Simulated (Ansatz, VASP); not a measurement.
One calculation of BeCd3Te4, two programs

```
CELL_PARAMETERS angstrom
6.37505 0.00000 0.00000
0.00000 6.37505 0.00000
0.00000 0.00000 6.37505
ATOMIC_POSITIONS crystal
Be 0.00000 0.00000 0.00000
Cd 0.50000 0.00000 0.50000
Cd 0.00000 0.50000 0.50000
Cd 0.50000 0.50000 0.00000
Te 0.22653 0.77347 0.77347
Te 0.77347 0.77347 0.22653
Te 0.77347 0.22653 0.77347
Te 0.22653 0.22653 0.22653
```

Alike in both runs: task relaxation of cell and atoms; functional PBE; k mesh 4 × 4 × 4; occupations gaussian, width 0.02 eV; no spin polarisation.

```csv
,VASP,Ansatz
version,VASP 6.6.1,Ansatz 0.2.0
potentials or method,"VASP PAW PBE potentials, release 64 (Be, Cd, Te)","scalar-relativistic, plane waves, PAW"
plane-wave cutoff (eV),600,420
valence electrons in the cell,62,126
```

```csv
,VASP,Ansatz,Ansatz less VASP
"gap on the k mesh at the Fermi level, each at its own relaxed structure (eV)",1.11,1.11,0.000
relaxed volume (Å³/atom),32.39,32.39,0.000
relaxed cell length with the largest relative difference (Å),6.375,6.375,0.0000
```

The two sets of potentials don't hold the same shells in valence.

Caveats: the relaxation stopped at its first step, so nothing moved; spin-orbit coupling is left out, which moves the levels of the heavy elements.
